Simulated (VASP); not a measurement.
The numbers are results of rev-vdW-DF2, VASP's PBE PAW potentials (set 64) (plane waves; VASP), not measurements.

The input files of a VASP run:

**KPOINTS**
```
Automatic mesh
0
Gamma
8 8 4
0 0 0
```

**INCAR**
```
PARAM2=0.7114
ISMEAR=0
GGA=MK
AGGAC=0.0
NELM=100   ! most electronic steps
LWAVE=.FALSE.
LCHARG=.FALSE.
LMAXMIX=4   ! l cut-off of mixed one-centre charges
LUSE_VDW=.TRUE.
ZAB_VDW=-1.8867
EDIFF=1E-7
PARAM1=0.1234568
LREAL=.FALSE.
LASPH=.TRUE.
PREC=Accurate
IBRION=2   ! conjugate gradients
SYSTEM=GaN
EDIFFG=-0.01   ! ionic stop
NSW=30   ! most ionic steps
ALGO=Normal
SIGMA=0.05   ! width (eV)
ISIF=4
ENCUT=520   ! plane-wave cut-off (eV)
```

POSCAR:
```
GaN
1
    1.6323662375    -2.8273412205     0.0000000000
    1.6323662375     2.8273412205     0.0000000000
    0.0000000000     0.0000000000     5.3179770578
Ga N
2 2
Direct
  0.6666670000   0.3333330000   0.5001284325
  0.3333330000   0.6666670000   0.0001284325
  0.6666670000   0.3333330000   0.8768715675
  0.3333330000   0.6666670000   0.3768715675
```

POTCAR, in this order: Ga_d N (PBE.64 set). Program: vasp_std.

**Question.** Predict the energy per atom (σ→0).

**Answer.** 
- energy per atom (σ→0): -4.056 eV/atom

File OSZICAR:
```
...
       N       E                     dE             d eps       ncg     rms          rms(c)
DAV:   1    -0.162239421735E+02   -0.28133E-03   -0.67740E-03  1434   0.711E-01    0.940E-02
DAV:   2    -0.162237899042E+02    0.15227E-03   -0.41206E-04  1608   0.322E-01    0.568E-02
DAV:   3    -0.162236950051E+02    0.94899E-04   -0.15850E-04  1884   0.199E-01    0.508E-03
DAV:   4    -0.162236984123E+02   -0.34072E-05   -0.41422E-05  1368   0.675E-02    0.332E-03
DAV:   5    -0.162236981465E+02    0.26578E-06   -0.17645E-06  1702   0.138E-02    0.948E-04
DAV:   6    -0.162236981749E+02   -0.28446E-07   -0.41668E-07  1374   0.540E-03
   2 F= -.16223698E+02 E0= -.16223698E+02  d E =-.373830E-04
```

The compound is GaN in the wurtzite structure. This cell is one point of a volume scan, at 1.06 of the reference volume. Symmetry was kept, so distortions that lower it aren't found.
